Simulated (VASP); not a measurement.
# TePt: structure and properties in VASP, part 3 of 6

How well does PBEsol reproduce what experiment finds for TePt? The cell is relaxed first, and properties follow on it. The start is a cell from a database of measured crystal structures.

VASP 6.6.1; PBEsol; plane waves and PAW (Te, Pt).

So far. Step 2 (Relaxing cell and atoms (PBEsol)): It ends with a largest force of 0.007 eV/Å and a pressure of 0.01 GPa. The volume lies -0.9 % from that of the database's start, which holds the thermal and zero-point expansion of its experiment. Step 3 (Single point with fields (PBEsol)): In this run the pressure is 0.02 GPa, small enough to go on.

The database entry behind the starting cell differs from later determinations by our own check (c about 0.8 % long), so it need not match the best structure at ambient conditions.

## 4. Band structure (PBEsol)

Levels along the symmetry lines show where the bands peak and cross; KPOINTS_OPT computes them in the converged potential.

Contents of INCAR:

```
SYSTEM = TePt
PREC = Accurate
ENCUT = 400
EDIFF = 1E-06
NELM = 100
ISMEAR = 0
SIGMA = 0.05
LREAL = .FALSE.
ALGO = Normal
GGA = PS
NBANDS = 30
LASPH = .TRUE.
LORBIT = 11
LWAVE = .FALSE.
LCHARG = .FALSE.
KPAR = 4
```

Contents of POSCAR:

```
TePt
1.0
   -3.9543941672      0.0000000000      0.0000000000
    1.9771970836     -3.4246058054      0.0000000000
    1.9771970836      1.1415352685      6.6265692397
Te Pt
2 2
Direct
    0.1974739032      0.0987369516      0.2962108549
    0.8025260968      0.9012630484      0.7037891451
    0.7400761124      0.3700380562      0.1101141686
    0.2599238876      0.6299619438      0.8898858314
```

Contents of KPOINTS:

```
Automatic mesh
0
Gamma
7 7 7
0 0 0
```

Contents of KPOINTS_OPT:

```
Line mode
16
Line-mode
Reciprocal
  0.00000000   0.00000000   0.00000000 GAMMA
  0.00000000  -0.50000000   0.00000000 L

  0.00000000  -0.50000000   0.00000000 L
 -0.37290095  -0.31354952   0.18645048 B1

 -0.31354952  -0.31354952  -0.18645048 B
  0.00000000   0.00000000  -0.50000000 Z

  0.00000000   0.00000000  -0.50000000 Z
  0.00000000   0.00000000   0.00000000 GAMMA

  0.00000000   0.00000000   0.00000000 GAMMA
 -0.34322524  -0.34322524   0.34322524 X

 -0.34322524  -0.31354952   0.00000000 Q
 -0.50000000   0.00000000   0.00000000 F

 -0.50000000   0.00000000   0.00000000 F
 -0.47032429   0.00000000  -0.18645048 P1

 -0.47032429   0.00000000  -0.18645048 P1
  0.00000000   0.00000000  -0.50000000 Z

  0.00000000  -0.50000000   0.00000000 L
  0.00000000  -0.47032429  -0.34322524 P
```

PAW data sets: Te and Pt (PBE family, release 64).

Launch:

```
$ mpirun -np 4 vasp_std
```

What it wrote:

```text
[banner, memory and clock lines left out]
running    4 mpi-ranks, on    1 nodes
 distrk:  each k-point on    1 cores,    4 groups
 distr:  one band on    1 cores,    1 groups

 POSCAR found type information on POSCAR TePt
 POSCAR found :  2 types and       4 ions
 [... a notice as in an earlier step ...]

 LDA part: xc-table for (Slater+PW92), standard interpolation
 POSCAR, INCAR and KPOINTS ok, starting setup
 FFT: planning ... GRIDC
 FFT: planning ... GRID_SOFT
 FFT: planning ... GRID
 WAVECAR not read
 entering main loop
       N       E                     dE             d eps       ncg     rms          rms(c)
DAV:   1     0.132556242420E+03    0.13256E+03   -0.11708E+04  2640   0.766E+02
DAV:   2    -0.173719845865E+02   -0.14993E+03   -0.13931E+03  2964   0.178E+02
DAV:   3    -0.230599987145E+02   -0.56880E+01   -0.56206E+01  3268   0.331E+01
DAV:   4    -0.231241823604E+02   -0.64184E-01   -0.64166E-01  2996   0.392E+00
DAV:   5    -0.231257128693E+02   -0.15305E-02   -0.15305E-02  3132   0.584E-01    0.166E+01
DAV:   6    -0.225310354989E+02    0.59468E+00   -0.13811E+00  2994   0.844E+00    0.936E+00
DAV:   7    -0.224137573853E+02    0.11728E+00   -0.18893E-01  2888   0.415E+00    0.333E+00
DAV:   8    -0.223637531475E+02    0.50004E-01   -0.10553E-01  2958   0.248E+00    0.969E-01
DAV:   9    -0.223634856662E+02    0.26748E-03   -0.10336E-02  3090   0.483E-01    0.278E-01
DAV:  10    -0.223629973376E+02    0.48833E-03   -0.16298E-03  3026   0.234E-01    0.160E-01
DAV:  11    -0.223629503714E+02    0.46966E-04   -0.11835E-04  3124   0.502E-02    0.658E-02
DAV:  12    -0.223629492010E+02    0.11704E-05   -0.11107E-05  3090   0.191E-02    0.338E-02
DAV:  13    -0.223629491338E+02    0.67252E-07   -0.12935E-06  2378   0.660E-03
   1 F= -.22362949E+02 E0= -.22361653E+02  d E =-.259254E-02
 Start KPOINTS_OPT (optional k-point list driver)
k-point batch [1-44\144]
       N       E                     dE             ncg
DAV:   1     0.122979690797E+05   -0.17592E+05     2640
DAV:   2     0.576399740336E+04   -0.65340E+04     3050
DAV:   3     0.551733129307E+04   -0.24667E+03     3204
DAV:   4     0.551425833411E+04   -0.30730E+01     2952
DAV:   5     0.551417971595E+04   -0.78618E-01     3208
DAV:   6     0.551417693937E+04   -0.27766E-02     3044
DAV:   7     0.551417683507E+04   -0.10430E-03     3230
DAV:   8     0.551417683068E+04   -0.43897E-05     2362
DAV:   9     0.551417683048E+04   -0.20681E-06     2028
[...]
k-point batch [133-144\144]
       N       E                     dE             ncg
DAV:   1     0.258477434746E+05   -0.74206E+04      720
DAV:   2     0.240537980097E+05   -0.17939E+04      820
DAV:   3     0.239878121951E+05   -0.65986E+02      870
DAV:   4     0.239869740403E+05   -0.83815E+00      866
DAV:   5     0.239869521516E+05   -0.21889E-01      870
DAV:   6     0.239869513479E+05   -0.80369E-03      866
DAV:   7     0.239869513141E+05   -0.33716E-04      856
DAV:   8     0.239869513127E+05   -0.14741E-05      714
DAV:   9     0.239869513126E+05   -0.69507E-07      566
```

Wall time 39 s (4 MPI ranks of Intel Xeon 6975P-C (Granite Rapids), shared host); peak memory 1 GiB.

Parts of OUTCAR (step 4):

```text
The static configuration has the point symmetry D_3d.

 Found     44 irreducible k-points:

   k-points           NKPTS =     44   k-points in BZ     NKDIM =     44   number of bands    NBANDS=     30

   NELECT =      32.0000    total number of electrons

 E-fermi :   8.3695

 k-point     1 :       0.0000    0.0000    0.0000
  band No.  band energies     occupation
    ...
      9       5.3681      2.00000
     10       5.3681      2.00000
     11       6.4734      2.00000
     12       6.4734      2.00000
     13       6.6939      2.00000
     14       9.0646      0.00000
     15       9.0646      0.00000
     16       9.3092      0.00000
     17       9.6505      0.00000
     18      11.3015      0.00000
    ...

 k-point     2 :       0.1429   -0.0000   -0.0000
  band No.  band energies     occupation
    ...
     10       5.0299      2.00000
     11       6.4413      2.00000
     12       6.4794      2.00000
     13       6.7496      2.00000
     14       7.2807      2.00000
     15       9.3087      0.00000
     16       9.8086      0.00000
     17      10.1821      0.00000
     18      10.3443      0.00000
     19      10.7332      0.00000
    ...

  Total        0.0199402      0.0199402      0.0077577      0.0000000      0.0000000      0.0000000
  in kB        0.3560082      0.3560082      0.1385041      0.0000000      0.0000000      0.0000000
  external PRESSURE =       0.2835068 kB  Pullay stress =       0.0000000 kB

 POSITION                                       TOTAL-FORCE (eV/Angst)
 -----------------------------------------------------------------------------------
      0.00000      0.00000      1.96286        -0.000000      0.000000      0.007620
     -0.00000     -2.28307      4.66371         0.000000     -0.000000     -0.007620
     -1.97720     -1.14154      0.72968         0.000000     -0.000000     -0.002758
      1.97720     -1.14154      5.89689        -0.000000      0.000000      0.002758
 -----------------------------------------------------------------------------------
    total drift:                                0.000000      0.000000      0.000000

  FREE ENERGIE OF THE ION-ELECTRON SYSTEM (eV)
  ---------------------------------------------------
  free  energy   TOTEN  =       -22.3629491338 eV

  energy  without entropy=      -22.3603565966  energy(sigma->0) =      -22.36165287

[... 8 parts as in an earlier step ...]

[... 5 further parts left out ...]
```

Spin-orbit coupling is off here; with elements this heavy it splits and shifts levels by tenths of an eV or more. The cell is typed on its shortest vectors, so the axes of tensors and the coordinates of k-points follow the printed cell and not the standard setting.

This step gave:

```
SCF cycles : 13
bands      : 30
pressure   : 0.02835 GPa
```

Electronic bands along the path, in eV, zero at the Fermi level; # counts the bands kept, so #1 is VASP's band 3:

| point | #11 | #12 | #13 | #14 | #15 | #16 | #17 | #18 |
| --- | --- | --- | --- | --- | --- | --- | --- | --- |
| Γ | -1.68 | 0.70 | 0.70 | 0.94 | 1.28 | 2.93 | 2.93 | 4.64 |
| 0.47 of the way | -1.75 | -1.51 | -0.26 | 0.42 | 1.36 | 1.82 | 3.27 | 4.60 |
| L | -2.45 | -1.94 | -1.78 | -0.99 | 0.38 | 1.37 | 2.01 | 3.84 |
| 0.53 of the way | -2.35 | -1.83 | -1.62 | -1.50 | -1.05 | 1.58 | 3.02 | 5.53 |
| B1 | -2.29 | -2.00 | -1.22 | -1.19 | -0.30 | 1.20 | 3.41 | 3.45 |
| jump to B | -2.29 | -2.00 | -1.22 | -1.19 | -0.30 | 1.20 | 3.41 | 3.45 |
| 0.53 of the way | -1.66 | -1.54 | -0.73 | -0.20 | 1.59 | 1.63 | 2.82 | 4.55 |
| Z | -1.62 | -1.61 | 1.30 | 1.30 | 1.97 | 1.97 | 3.60 | 4.61 |
| 0.47 of the way | -1.67 | -0.77 | 0.94 | 0.94 | 2.48 | 2.48 | 2.80 | 4.47 |
| Γ | -1.68 | 0.70 | 0.70 | 0.94 | 1.28 | 2.93 | 2.93 | 4.64 |
| 0.47 of the way | -1.69 | -1.68 | -0.39 | -0.19 | 0.17 | 2.52 | 3.75 | 5.59 |
| X | -2.26 | -2.01 | -1.47 | -0.73 | -0.67 | 1.26 | 3.09 | 4.14 |
| jump to Q | -2.26 | -2.01 | -1.47 | -0.73 | -0.67 | 1.26 | 3.09 | 4.14 |
| 0.47 of the way | -2.33 | -2.11 | -1.69 | -0.67 | -0.15 | 1.45 | 3.72 | 3.96 |
| F | -2.42 | -1.73 | -1.73 | -1.33 | -1.10 | 2.64 | 3.93 | 4.83 |
| 0.47 of the way | -2.38 | -1.72 | -1.69 | -1.38 | -1.01 | 2.57 | 3.57 | 4.84 |
| P1 | -2.25 | -1.72 | -1.55 | -1.48 | -0.79 | 2.35 | 2.88 | 4.82 |
| 0.53 of the way | -1.71 | -1.40 | -0.39 | 0.02 | 0.72 | 2.66 | 2.83 | 4.93 |
| Z | -1.62 | -1.61 | 1.30 | 1.30 | 1.97 | 1.97 | 3.60 | 4.61 |
| jump to L | -2.45 | -1.94 | -1.78 | -0.99 | 0.38 | 1.37 | 2.01 | 3.84 |
| 0.47 of the way | -2.36 | -1.91 | -1.73 | -1.19 | 0.06 | 1.67 | 2.17 | 4.18 |
| P | -2.25 | -1.72 | -1.55 | -1.48 | -0.79 | 2.35 | 2.88 | 4.82 |

Of the projections kept (Te, Pt), the largest for each band there; the rest of the weight can lie on other orbitals:

| point | #11 | #12 | #13 | #14 | #15 | #16 | #17 | #18 |
| --- | --- | --- | --- | --- | --- | --- | --- | --- |
| Γ | Pt 0.95 | Te 0.64 | Te 0.64 | Te 0.65 | Te 0.51 | Te 0.51 | Te 0.51 | Te 0.74 |
| L | Pt 0.98 | Pt 0.85 | Pt 0.97 | Te 0.53 | Te 0.62 | Pt 0.66 | Pt 0.78 | Pt 0.68 |
| B1 | Pt 0.93 | Pt 0.90 | Pt 0.80 | Pt 0.79 | Pt 0.64 | Pt 0.76 | Pt 0.66 | Pt 0.65 |
| B | Pt 0.93 | Pt 0.90 | Pt 0.80 | Pt 0.80 | Pt 0.64 | Pt 0.76 | Pt 0.66 | Pt 0.65 |
| Z | Pt 0.92 | Pt 0.69 | Te 0.64 | Te 0.64 | Te 0.52 | Te 0.52 | Te 0.63 | Te 0.51 |
| Γ | Pt 0.95 | Te 0.64 | Te 0.64 | Te 0.65 | Te 0.51 | Te 0.51 | Te 0.51 | Te 0.74 |

There is no gap at this level.

## 5. Density of states (PBEsol)

A density of states needs more k-points than a total energy; ISMEAR = -5 takes tetrahedra, and LORBIT projects the states on the PAW spheres. The mesh is finer than in the run before.

Edit INCAR of step 4 so:

```diff
@@ -5,3 +5,3 @@
 NELM = 100
-ISMEAR = 0
+ISMEAR = -5
 SIGMA = 0.05
@@ -16 +16,2 @@
 KPAR = 4
+NEDOS = 2001
```

POSCAR is that of step 4.

Contents of KPOINTS:

```
Automatic mesh
0
Gamma
10 10 10
0 0 0
```

Launch:

```
$ mpirun -np 4 vasp_std
```

What it wrote:

```text
[... set-up lines as in an earlier step ...]
 entering main loop
       N       E                     dE             d eps       ncg     rms          rms(c)
DAV:   1     0.132601816082E+03    0.13260E+03   -0.11658E+04  6960   0.763E+02
DAV:   2    -0.173522178765E+02   -0.14995E+03   -0.13918E+03  7928   0.178E+02
DAV:   3    -0.230539221847E+02   -0.57017E+01   -0.56262E+01  8452   0.331E+01
DAV:   4    -0.231193221995E+02   -0.65400E-01   -0.65386E-01  8000   0.395E+00
DAV:   5    -0.231208591042E+02   -0.15369E-02   -0.15369E-02  8230   0.584E-01    0.166E+01
DAV:   6    -0.225247061754E+02    0.59615E+00   -0.13654E+00  7950   0.842E+00    0.940E+00
DAV:   7    -0.224082779972E+02    0.11643E+00   -0.18050E-01  7442   0.410E+00    0.329E+00
DAV:   8    -0.223601342270E+02    0.48144E-01   -0.10196E-01  7914   0.244E+00    0.964E-01
DAV:   9    -0.223597605992E+02    0.37363E-03   -0.10045E-02  8072   0.477E-01    0.278E-01
DAV:  10    -0.223592523882E+02    0.50821E-03   -0.15993E-03  8024   0.232E-01    0.158E-01
DAV:  11    -0.223592009444E+02    0.51444E-04   -0.11732E-04  8064   0.498E-02    0.656E-02
DAV:  12    -0.223592000156E+02    0.92888E-06   -0.11072E-05  8094   0.189E-02    0.336E-02
DAV:  13    -0.223592007666E+02   -0.75104E-06   -0.12107E-06  6080   0.644E-03
   1 F= -.22359201E+02 E0= -.22359201E+02  d E =0.000000E+00
 -----------------------------------------------------------------------------
|                                                                             |
|           W    W    AA    RRRRR   N    N  II  N    N   GGGG   !!!           |
|           W    W   A  A   R    R  NN   N  II  NN   N  G    G  !!!           |
|           W    W  A    A  R    R  N N  N  II  N N  N  G       !!!           |
|           W WW W  AAAAAA  RRRRR   N  N N  II  N  N N  G  GGG   !            |
|           WW  WW  A    A  R   R   N   NN  II  N   NN  G    G                |
|           W    W  A    A  R    R  N    N  II  N    N   GGGG   !!!           |
|                                                                             |
|     Tetrahedron method does not include variations of the Fermi             |
|     occupations, so forces and stress will be inaccurate. We suggest        |
|     using a different smearing scheme ISMEAR = 1 or 2 for metals in         |
|     relaxations.                                                            |
|                                                                             |
 -----------------------------------------------------------------------------
```

It took 33 s on 4 MPI ranks; peak memory 1.2 GiB.

From OUTCAR (step 5):

```text
   k-points           NKPTS =    116   k-points in BZ     NKDIM =    116   number of bands    NBANDS=     30

   NELECT =      32.0000    total number of electrons

 E-fermi :   8.3976

 k-point     1 :       0.0000    0.0000    0.0000
  band No.  band energies     occupation
    ...
      9       5.3699      2.00000
     10       5.3699      2.00000
     11       6.4772      2.00000
     12       6.4772      2.00000
     13       6.6950      2.00000
     14       9.0643     -0.09686
     15       9.0643      0.00000
     16       9.3105      0.00000
     17       9.6532      0.00000
     18      11.3020      0.00000
    ...

  Total        0.0631494      0.0631494      0.0037175      0.0000000      0.0000000      0.0000000
  in kB        1.1274591      1.1274591      0.0663718      0.0000000      0.0000000      0.0000000
  external PRESSURE =       0.7737634 kB  Pullay stress =       0.0000000 kB

 POSITION                                       TOTAL-FORCE (eV/Angst)
 -----------------------------------------------------------------------------------
      0.00000      0.00000      1.96286         0.000000     -0.000000     -0.041677
     -0.00000     -2.28307      4.66371        -0.000000      0.000000      0.041677
     -1.97720     -1.14154      0.72968         0.000000     -0.000000     -0.022700
      1.97720     -1.14154      5.89689         0.000000      0.000000      0.022700
 -----------------------------------------------------------------------------------
    total drift:                                0.000000      0.000000      0.000000

  FREE ENERGIE OF THE ION-ELECTRON SYSTEM (eV)
  ---------------------------------------------------
  free  energy   TOTEN  =       -22.3592007666 eV

  energy  without entropy=      -22.3592007666  energy(sigma->0) =      -22.35920077

[... 6 parts as in an earlier step ...]

[... 10 further parts left out ...]
```

With tetrahedra the forces and stress of a metal are not exact derivatives of the energy.

This step gave:

| Quantity | Value |
| --- | --- |
| irreducible k-points | 116 |
| Fermi energy | 8.398 eV |
| pressure | 0.07738 GPa |
| DOS at the Fermi level | 1.980 states/eV/cell |

The density of states has structure finer than the step of the table below, so its rows give means over 0.5 eV, whole bins alone (the curve runs from -12.0 to 4.71 eV). Peaks (eV: height): total -5.05: 7.18, -2.51: 8.11, -1.99: 8.12, -1.77: 8.2; Pt d -2.44: 6.16, -2.29: 4.86, -1.92: 6.32, -1.77: 6.12; Te p -6.39: 0.850, -5.20: 1.12, -4.75: 0.706, -4.30: 0.694; Pt p -4.00: 0.307, -1.69: 0.251, -0.95: 0.289, -0.28: 0.257; Pt s -6.39: 1.21, -1.62: 0.265, 3.30: 0.259.

States under -12.0 eV and over 4.7 eV are left out. Density of states against energy, zero at the Fermi level; means over each step; values in states/eV/cell:

| energy (eV) | total | Pt d | Te p | Pt p | Pt s | Te s | Te d |
| --- | --- | --- | --- | --- | --- | --- | --- |
| -11.5 | 3.35 | 0.224 | 0.0209 | 0.0966 | 0.0872 | 2.14 | 7.1e-4 |
| -11.0 | 0.00464 | 0 | 0 | 0 | 0 | 0 | 0 |
| -10.5 | 0 | 0 | 0 | 0 | 0 | 0 | 0 |
| -10.0 | 0 | 0 | 0 | 0 | 0 | 0 | 0 |
| -9.5 | 0 | 0 | 0 | 0 | 0 | 0 | 0 |
| -9.0 | 0 | 0 | 0 | 0 | 0 | 0 | 0 |
| -8.5 | 0 | 0 | 0 | 0 | 0 | 0 | 0 |
| -8.0 | 0 | 0 | 0 | 0 | 0 | 0 | 0 |
| -7.5 | 0 | 0 | 0 | 0 | 0 | 0 | 0 |
| -7.0 | 0.0280 | 0.00254 | 0.00579 | 8.8e-4 | 0.00623 | 8.1e-4 | 4.2e-5 |
| -6.5 | 2.87 | 0.464 | 0.544 | 0.0739 | 0.740 | 0.0622 | 0.0114 |
| -6.0 | 3.34 | 1.13 | 0.641 | 0.0697 | 0.397 | 0.0575 | 0.0118 |
| -5.5 | 3.50 | 1.95 | 0.586 | 0.0590 | 0.121 | 0.0296 | 0.0154 |
| -5.0 | 5.59 | 3.21 | 0.827 | 0.154 | 0.189 | 0.0442 | 0.0334 |
| -4.5 | 4.95 | 2.99 | 0.600 | 0.153 | 0.166 | 0.0640 | 0.0334 |
| -4.0 | 4.78 | 2.91 | 0.550 | 0.215 | 0.137 | 0.0436 | 0.0336 |
| -3.5 | 4.52 | 2.80 | 0.556 | 0.180 | 0.0629 | 0.0498 | 0.0314 |
| -3.0 | 3.50 | 2.36 | 0.354 | 0.126 | 0.0439 | 0.0346 | 0.0249 |
| -2.5 | 6.13 | 4.58 | 0.397 | 0.139 | 0.125 | 0.0270 | 0.0400 |
| -2.0 | 6.42 | 4.84 | 0.387 | 0.155 | 0.131 | 0.0582 | 0.0528 |
| -1.5 | 4.79 | 2.95 | 0.540 | 0.227 | 0.152 | 0.0749 | 0.0338 |
| -1.0 | 2.52 | 0.985 | 0.551 | 0.267 | 0.0495 | 0.0338 | 0.0163 |
| -0.5 | 2.03 | 0.682 | 0.519 | 0.230 | 0.0329 | 0.0308 | 0.0149 |
| 0.0 | 1.99 | 0.564 | 0.585 | 0.233 | 0.0260 | 0.0287 | 0.0170 |
| 0.5 | 1.53 | 0.397 | 0.498 | 0.166 | 0.0195 | 0.0243 | 0.0135 |
| 1.0 | 1.11 | 0.346 | 0.335 | 0.0916 | 0.0166 | 0.0254 | 0.0115 |
| 1.5 | 1.79 | 0.780 | 0.422 | 0.0644 | 0.0351 | 0.0415 | 0.0280 |
| 2.0 | 2.19 | 0.869 | 0.579 | 0.0742 | 0.0636 | 0.0407 | 0.0383 |
| 2.5 | 1.56 | 0.489 | 0.347 | 0.0733 | 0.138 | 0.0321 | 0.0466 |
| 3.0 | 1.51 | 0.337 | 0.315 | 0.102 | 0.207 | 0.0352 | 0.0547 |
| 3.5 | 1.28 | 0.272 | 0.282 | 0.0851 | 0.189 | 0.0253 | 0.0453 |
| 4.0 | 0.667 | 0.116 | 0.0975 | 0.0443 | 0.124 | 0.0176 | 0.0445 |

The finer mesh and the other smearing move the Fermi level by +0.03 eV from the 7×7×7 run, a small shift, which tests the Fermi level alone. Of the states within 0.3 eV of the Fermi level, the largest shares in the PAW spheres are Te p 29 %, Pt d 28 % and Pt p 12 %. The rest lies in smaller channels or between the spheres.

[end of part 3 of 6]

[Lines on the potential files, build, host, timing and source positions are cut from VASP's logs without a mark.]

[Logs are printed without paths, hosts, clocks, repeated set-up lines and the standing remarks that a program may print on its own settings, such as how far it seeks lower states.]

[Hosts, paths, dates, database ids (printed as entryN), source tags and the programs' standing remarks are cut or masked in the printed files.]

[A measured line is paired with the nearest computed mode of its activity, which favours agreement.]
